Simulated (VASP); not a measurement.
# ZrH2: accuracy against cost in the SCF threshold and plane-wave cutoff, part 2 of 3

Aim: find how far the SCF threshold and plane-wave cutoff must be pushed for ZrH2, and what that costs. The series runs use PBEsol. The start is a computed cell from the Materials Project.

VASP 6.6.1; PBEsol; plane waves and PAW (Zr_sv, H).

So far. Step 7 (SCF threshold: EDIFF = 1E-08): Against the run before the energy stays within 0.01 meV an atom and the pressure within 0.01 GPa, after 15 cycles in 9 s.

## 9. Plane-wave cutoff: ENCUT = 150

This step: PBEsol; plane waves and PAW (Zr_sv, H) (VASP 6.6.1).

The basis grows with ENCUT, and energy and stress both move with it.

File INCAR:

```
SYSTEM = ZrH2
PREC = Accurate
ENCUT = 150
EDIFF = 1E-06
NELM = 100
ISMEAR = -1
SIGMA = 0.05
LREAL = .FALSE.
ALGO = Normal
GGA = PS
NBANDS = 13
LASPH = .TRUE.
LORBIT = 11
LWAVE = .FALSE.
LCHARG = .FALSE.
KPAR = 4
ISIF = 2
```

File POSCAR:

```
ZrH2
1.0
    0.0000000000      2.4092250000      2.4092250000
    2.4092250000      0.0000000000      2.4092250000
    2.4092250000      2.4092250000      0.0000000000
Zr H
1 2
Direct
    0.0000000000      0.0000000000      0.0000000000
    0.7500000000      0.7500000000      0.7500000000
    0.2500000000      0.2500000000      0.2500000000
```

File KPOINTS:

```
Automatic mesh
0
Gamma
8 8 8
0 0 0
```

Potentials, in the order of the species: Zr_sv and H (PBE family, release 64).

The run is started by

```bash
$ mpirun -np 4 vasp_std
```

Output:

```text
[... set-up lines as in an earlier step ...]
 entering main loop
       N       E                     dE             d eps       ncg     rms          rms(c)
DAV:   1     0.105062293319E+02    0.10506E+02   -0.37326E+03   909   0.419E+02
DAV:   2    -0.179726514599E+02   -0.28479E+02   -0.27866E+02   929   0.125E+02
DAV:   3    -0.183972492408E+02   -0.42460E+00   -0.42393E+00   930   0.131E+01
DAV:   4    -0.184016781923E+02   -0.44290E-02   -0.44287E-02   884   0.143E+00
DAV:   5    -0.184017530325E+02   -0.74840E-04   -0.74839E-04   902   0.164E-01    0.243E+01
DAV:   6    -0.169913743880E+02    0.14104E+01   -0.15058E+00   839   0.109E+01    0.110E+01
DAV:   7    -0.167452828045E+02    0.24609E+00   -0.89683E-01   889   0.772E+00    0.862E-01
DAV:   8    -0.167490003660E+02   -0.37176E-02   -0.41070E-02   874   0.181E+00    0.638E-01
DAV:   9    -0.167473503844E+02    0.16500E-02   -0.46461E-03   804   0.615E-01    0.712E-02
DAV:  10    -0.167473757089E+02   -0.25324E-04   -0.16585E-04   869   0.876E-02    0.590E-02
DAV:  11    -0.167473763734E+02   -0.66451E-06   -0.18690E-05   854   0.366E-02    0.628E-03
DAV:  12    -0.167473791703E+02   -0.27969E-05   -0.80854E-07   639   0.511E-03    0.426E-03
DAV:  13    -0.167473785510E+02    0.61925E-06   -0.86403E-08   422   0.246E-03
   1 F= -.16747379E+02 E0= -.16742504E+02  d E =-.974980E-02
```

Elapsed: 5 s, on 4 MPI ranks of AMD EPYC 7R43, shared host; peak memory 0.29 GiB; 14 s of CPU time.

From OUTCAR (step 9):

```text
   ENCUT  =  150.0 eV  11.02 Ry    3.32 a.u.   3.40  3.40  3.40*2*pi/ulx,y,z

   NELECT =      14.0000    total number of electrons

 E-fermi :   8.4092

 k-point     1 :       0.0000    0.0000    0.0000
  band No.  band energies     occupation
    ...
      5      -1.0510      2.00000
      6       7.3638      2.00000
      7       8.1413      1.99061
      8       8.1413      1.99061
      9       8.1413      1.99061
     10      10.7217      0.00000
     11      10.7217      0.00000
     12      19.6296      0.00000
     13      20.7027      0.00000

  Total      -22.7282158    -22.7282158    -22.7282158      0.0000000      0.0000000     -0.0000000
  in kB    -1302.0085857  -1302.0085857  -1302.0085857      0.0000000      0.0000000     -0.0000000
  external PRESSURE =   -1302.0085857 kB  Pullay stress =       0.0000000 kB

 POSITION                                       TOTAL-FORCE (eV/Angst)
 -----------------------------------------------------------------------------------
      0.00000      0.00000      0.00000         0.000000      0.000000      0.000000
      3.61384      3.61384      3.61384        -0.000000     -0.000000      0.000000
      1.20461      1.20461      1.20461         0.000000      0.000000     -0.000000
 -----------------------------------------------------------------------------------
    total drift:                               -0.000000     -0.000000      0.000000

  FREE ENERGIE OF THE ION-ELECTRON SYSTEM (eV)
  ---------------------------------------------------
  free  energy   TOTEN  =       -16.7473785510 eV

  energy  without entropy=      -16.7376287506  energy(sigma->0) =      -16.74250365

[... 5 parts as in an earlier step ...]

[... 11 further parts left out ...]
```

This step gave:

| Quantity | Value |
| --- | --- |
| electronic steps | 13 |
| free energy (TOTEN) | -16.75 eV |
| energy at zero smearing | -16.74 eV |
| Fermi energy | 8.409 eV |
| pressure | -130.2 GPa |

The series starts at -5.5808 eV an atom and -130.20 GPa, after 13 cycles in 5 s.

## 10. Plane-wave cutoff: ENCUT = 190

Edit INCAR of step 9 so:

```diff
@@ -2,3 +2,3 @@
 PREC = Accurate
-ENCUT = 150
+ENCUT = 190
 EDIFF = 1E-06
```

POSCAR is that of step 9.

KPOINTS is that of step 9.

The run is started by

```bash
$ mpirun -np 4 vasp_std
```

Output:

```text
[... set-up lines as in an earlier step ...]
 entering main loop
       N       E                     dE             d eps       ncg     rms          rms(c)
DAV:   1     0.198243445635E+02    0.19824E+02   -0.44302E+03   877   0.513E+02
DAV:   2    -0.180429483193E+02   -0.37867E+02   -0.36928E+02   954   0.158E+02
DAV:   3    -0.187540402926E+02   -0.71109E+00   -0.70770E+00  1008   0.171E+01
DAV:   4    -0.187634623985E+02   -0.94221E-02   -0.94210E-02   897   0.200E+00
[...]
DAV:  12    -0.174688743623E+02    0.65385E-05   -0.23316E-06   844   0.147E-02    0.246E-03
DAV:  13    -0.174688782313E+02   -0.38690E-05   -0.11998E-07   437   0.368E-03    0.346E-04
DAV:  14    -0.174688783280E+02   -0.96752E-07   -0.23759E-08   382   0.852E-04
   1 F= -.17468878E+02 E0= -.17463167E+02  d E =-.114234E-01
```

Elapsed: 5.6 s, on 4 MPI ranks; peak memory 0.28 GiB.

From OUTCAR (step 10):

```text
  Total       -5.1700015     -5.1700015     -5.1700015      0.0000000     -0.0000000      0.0000000
  in kB     -296.1687076   -296.1687076   -296.1687076      0.0000000     -0.0000000      0.0000000
  external PRESSURE =    -296.1687076 kB  Pullay stress =       0.0000000 kB

 POSITION                                       TOTAL-FORCE (eV/Angst)
 -----------------------------------------------------------------------------------
      0.00000      0.00000      0.00000         0.000000     -0.000000     -0.000000
      3.61384      3.61384      3.61384        -0.000000      0.000000     -0.000000
      1.20461      1.20461      1.20461        -0.000000      0.000000      0.000000
 -----------------------------------------------------------------------------------
    total drift:                                0.000000     -0.000000     -0.000000

  FREE ENERGIE OF THE ION-ELECTRON SYSTEM (eV)
  ---------------------------------------------------
  free  energy   TOTEN  =       -17.4688783280 eV

  energy  without entropy=      -17.4574549323  energy(sigma->0) =      -17.46316663

[... 1 part as in an earlier step ...]

[... 2 further parts left out ...]
[key lines of the parts left out:]
E-fermi :   8.3183
```

Against the run before the energy moves by -240.22 meV an atom and the pressure by +100.58 GPa, after 14 cycles in 5.6 s.

## 11. Plane-wave cutoff: ENCUT = 220

Edit INCAR of step 10 so:

```diff
@@ -2,3 +2,3 @@
 PREC = Accurate
-ENCUT = 190
+ENCUT = 220
 EDIFF = 1E-06
```

POSCAR is that of step 10.

KPOINTS is that of step 10.

The run is started by

```bash
$ mpirun -np 4 vasp_std
```

Output:

```text
[... set-up lines as in an earlier step ...]
 entering main loop
       N       E                     dE             d eps       ncg     rms          rms(c)
DAV:   1     0.332895935851E+02    0.33290E+02   -0.47608E+03   812   0.576E+02
DAV:   2    -0.177250897928E+02   -0.51015E+02   -0.49767E+02   929   0.183E+02
DAV:   3    -0.187710921215E+02   -0.10460E+01   -0.10402E+01  1051   0.219E+01
DAV:   4    -0.187881214137E+02   -0.17029E-01   -0.17028E-01   886   0.284E+00
[...]
DAV:  11    -0.174850447945E+02   -0.31031E-05   -0.91020E-06   941   0.218E-02    0.624E-03
DAV:  12    -0.174850476730E+02   -0.28785E-05   -0.91477E-07   735   0.666E-03    0.556E-04
DAV:  13    -0.174850484167E+02   -0.74364E-06   -0.15452E-07   412   0.231E-03
   1 F= -.17485048E+02 E0= -.17479198E+02  d E =-.117005E-01
```

The job ended after 5.4 s (4 MPI ranks; peak memory 0.28 GiB).

From OUTCAR (step 11):

```text
  Total       -2.1273313     -2.1273313     -2.1273313      0.0000000      0.0000000      0.0000000
  in kB     -121.8663032   -121.8663032   -121.8663032      0.0000000      0.0000000      0.0000000
  external PRESSURE =    -121.8663032 kB  Pullay stress =       0.0000000 kB

 POSITION                                       TOTAL-FORCE (eV/Angst)
 -----------------------------------------------------------------------------------
      0.00000      0.00000      0.00000        -0.000000      0.000000     -0.000000
      3.61384      3.61384      3.61384         0.000000     -0.000000     -0.000000
      1.20461      1.20461      1.20461        -0.000000      0.000000      0.000000
 -----------------------------------------------------------------------------------
    total drift:                                0.000000     -0.000000     -0.000000

  FREE ENERGIE OF THE ION-ELECTRON SYSTEM (eV)
  ---------------------------------------------------
  free  energy   TOTEN  =       -17.4850484167 eV

  energy  without entropy=      -17.4733479493  energy(sigma->0) =      -17.47919818

[... 1 part as in an earlier step ...]

[... 2 further parts left out ...]
[key lines of the parts left out:]
E-fermi :   8.3067
```

Against the run before the energy moves by -5.34 meV an atom and the pressure by +17.43 GPa, after 13 cycles in 5.4 s.

## 12. Plane-wave cutoff: ENCUT = 250

Edit INCAR of step 11 so:

```diff
@@ -2,3 +2,3 @@
 PREC = Accurate
-ENCUT = 220
+ENCUT = 250
 EDIFF = 1E-06
```

POSCAR is that of step 11.

KPOINTS is that of step 11.

The run is started by

```bash
$ mpirun -np 4 vasp_std
```

Output:

```text
[... set-up lines as in an earlier step ...]
 entering main loop
       N       E                     dE             d eps       ncg     rms          rms(c)
DAV:   1     0.361823184826E+02    0.36182E+02   -0.51920E+03   778   0.625E+02
DAV:   2    -0.175535498443E+02   -0.53736E+02   -0.52217E+02   949   0.192E+02
DAV:   3    -0.188347529327E+02   -0.12812E+01   -0.12728E+01  1033   0.241E+01
DAV:   4    -0.188607856839E+02   -0.26033E-01   -0.26030E-01   867   0.370E+00
[...]
DAV:  11    -0.175319513287E+02   -0.54151E-05   -0.12361E-05  1106   0.298E-02    0.270E-03
DAV:  12    -0.175319531512E+02   -0.18226E-05   -0.40063E-07   529   0.454E-03    0.992E-04
DAV:  13    -0.175319532719E+02   -0.12068E-06   -0.10308E-07   407   0.195E-03
   1 F= -.17531953E+02 E0= -.17526112E+02  d E =-.116830E-01
```

Elapsed: 6.6 s, on 4 MPI ranks; peak memory 0.33 GiB; 20 s of CPU time.

From OUTCAR (step 12):

```text
  Total       -1.2810554     -1.2810554     -1.2810554      0.0000000     -0.0000000     -0.0000000
  in kB      -73.3865429    -73.3865429    -73.3865429      0.0000000     -0.0000000     -0.0000000
  external PRESSURE =     -73.3865429 kB  Pullay stress =       0.0000000 kB

 POSITION                                       TOTAL-FORCE (eV/Angst)
 -----------------------------------------------------------------------------------
      0.00000      0.00000      0.00000         0.000000      0.000000     -0.000000
      3.61384      3.61384      3.61384        -0.000000     -0.000000     -0.000000
      1.20461      1.20461      1.20461         0.000000      0.000000      0.000000
 -----------------------------------------------------------------------------------
    total drift:                                0.000000      0.000000      0.000000

  FREE ENERGIE OF THE ION-ELECTRON SYSTEM (eV)
  ---------------------------------------------------
  free  energy   TOTEN  =       -17.5319532719 eV

  energy  without entropy=      -17.5202703180  energy(sigma->0) =      -17.52611179

[... 1 part as in an earlier step ...]

[... 2 further parts left out ...]
[key lines of the parts left out:]
E-fermi :   8.3017
```

Against the run before the energy moves by -15.64 meV an atom and the pressure by +4.85 GPa, after 13 cycles in 6.6 s.

## 13. Plane-wave cutoff: ENCUT = 290

Edit INCAR of step 12 so:

```diff
@@ -2,3 +2,3 @@
 PREC = Accurate
-ENCUT = 250
+ENCUT = 290
 EDIFF = 1E-06
```

POSCAR is that of step 12.

KPOINTS is that of step 12.

The run is started by

```bash
$ mpirun -np 4 vasp_std
```

Output:

```text
[... set-up lines as in an earlier step ...]
 entering main loop
       N       E                     dE             d eps       ncg     rms          rms(c)
DAV:   1     0.486857059211E+02    0.48686E+02   -0.56725E+03   791   0.699E+02
DAV:   2    -0.173427371263E+02   -0.66028E+02   -0.64110E+02   924   0.214E+02
DAV:   3    -0.188726846516E+02   -0.15299E+01   -0.15208E+01  1126   0.279E+01
DAV:   5    -0.189005873192E+02   -0.58098E-03   -0.58098E-03  1103   0.346E-01    0.169E+01
[...]
DAV:  11    -0.175438510491E+02   -0.67157E-05   -0.13764E-05  1076   0.333E-02    0.251E-03
DAV:  12    -0.175438524715E+02   -0.14223E-05   -0.40917E-07   557   0.454E-03    0.930E-04
DAV:  13    -0.175438526536E+02   -0.18217E-06   -0.79797E-08   437   0.173E-03
   1 F= -.17543853E+02 E0= -.17538003E+02  d E =-.116984E-01
```

Elapsed: 7 s, on 4 MPI ranks; peak memory 0.33 GiB; 22 s of CPU time.

OUTCAR, selected parts (step 13):

```text
  Total       -1.1221789     -1.1221789     -1.1221789      0.0000000     -0.0000000      0.0000000
  in kB      -64.2851394    -64.2851394    -64.2851394      0.0000000     -0.0000000      0.0000000
  external PRESSURE =     -64.2851394 kB  Pullay stress =       0.0000000 kB

 POSITION                                       TOTAL-FORCE (eV/Angst)
 -----------------------------------------------------------------------------------
      0.00000      0.00000      0.00000         0.000000      0.000000     -0.000000
      3.61384      3.61384      3.61384        -0.000000     -0.000000     -0.000000
      1.20461      1.20461      1.20461         0.000000      0.000000      0.000000
 -----------------------------------------------------------------------------------
    total drift:                               -0.000000     -0.000000      0.000000

  FREE ENERGIE OF THE ION-ELECTRON SYSTEM (eV)
  ---------------------------------------------------
  free  energy   TOTEN  =       -17.5438526536 eV

  energy  without entropy=      -17.5321542830  energy(sigma->0) =      -17.53800347

[... 1 part as in an earlier step ...]

[... 2 further parts left out ...]
[key lines of the parts left out:]
E-fermi :   8.2990
```

Against the run before the energy moves by -3.96 meV an atom and the pressure by +0.91 GPa, after 13 cycles in 7 s.

## 14. Plane-wave cutoff: ENCUT = 320

Edit INCAR of step 13 so:

```diff
@@ -2,3 +2,3 @@
 PREC = Accurate
-ENCUT = 290
+ENCUT = 320
 EDIFF = 1E-06
```

POSCAR is that of step 13.

KPOINTS is that of step 13.

The run is started by

```bash
$ mpirun -np 4 vasp_std
```

Output:

```text
[... set-up lines as in an earlier step ...]
 entering main loop
       N       E                     dE             d eps       ncg     rms          rms(c)
DAV:   1     0.558008926818E+02    0.55801E+02   -0.57677E+03   754   0.737E+02
DAV:   2    -0.168208121940E+02   -0.72622E+02   -0.70571E+02   924   0.226E+02
DAV:   3    -0.188741911874E+02   -0.20534E+01   -0.20374E+01  1046   0.322E+01
DAV:   4    -0.189183915268E+02   -0.44200E-01   -0.44192E-01   897   0.474E+00
[...]
DAV:  11    -0.175505159742E+02   -0.76927E-05   -0.15248E-05  1038   0.361E-02    0.287E-03
DAV:  12    -0.175505175838E+02   -0.16096E-05   -0.49345E-07   633   0.515E-03    0.910E-04
DAV:  13    -0.175505178712E+02   -0.28743E-06   -0.76589E-08   437   0.178E-03
   1 F= -.17550518E+02 E0= -.17544659E+02  d E =-.117177E-01
```

Run time: 7.4 s. Hardware: 4 MPI ranks; peak memory 0.36 GiB; 23 s of CPU time.

From OUTCAR (step 14):

```text
  Total       -1.0938106     -1.0938106     -1.0938106     -0.0000000      0.0000000     -0.0000000
  in kB      -62.6600349    -62.6600349    -62.6600349     -0.0000000      0.0000000     -0.0000000
  external PRESSURE =     -62.6600349 kB  Pullay stress =       0.0000000 kB

 POSITION                                       TOTAL-FORCE (eV/Angst)
 -----------------------------------------------------------------------------------
      0.00000      0.00000      0.00000         0.000000      0.000000      0.000000
      3.61384      3.61384      3.61384        -0.000000     -0.000000     -0.000000
      1.20461      1.20461      1.20461         0.000000     -0.000000      0.000000
 -----------------------------------------------------------------------------------
    total drift:                               -0.000000     -0.000000     -0.000000

  FREE ENERGIE OF THE ION-ELECTRON SYSTEM (eV)
  ---------------------------------------------------
  free  energy   TOTEN  =       -17.5505178712 eV

  energy  without entropy=      -17.5388001420  energy(sigma->0) =      -17.54465901

[... 1 part as in an earlier step ...]

[... 2 further parts left out ...]
[key lines of the parts left out:]
E-fermi :   8.2969
```

Against the run before the energy moves by -2.22 meV an atom and the pressure by +0.16 GPa, after 13 cycles in 7.4 s.

[end of part 2 of 3]

[Lines on the potential files, build, host, timing and source positions are cut from VASP's logs without a mark.]

[Logs are printed without paths, hosts, clocks, repeated set-up lines and the standing remarks that a program may print on its own settings, such as how far it seeks lower states.]

[Hosts, paths, dates, database ids (printed as entryN), source tags and the programs' standing remarks are cut or masked in the printed files.]

[A measured line is paired with the nearest computed mode of its activity, which favours agreement.]
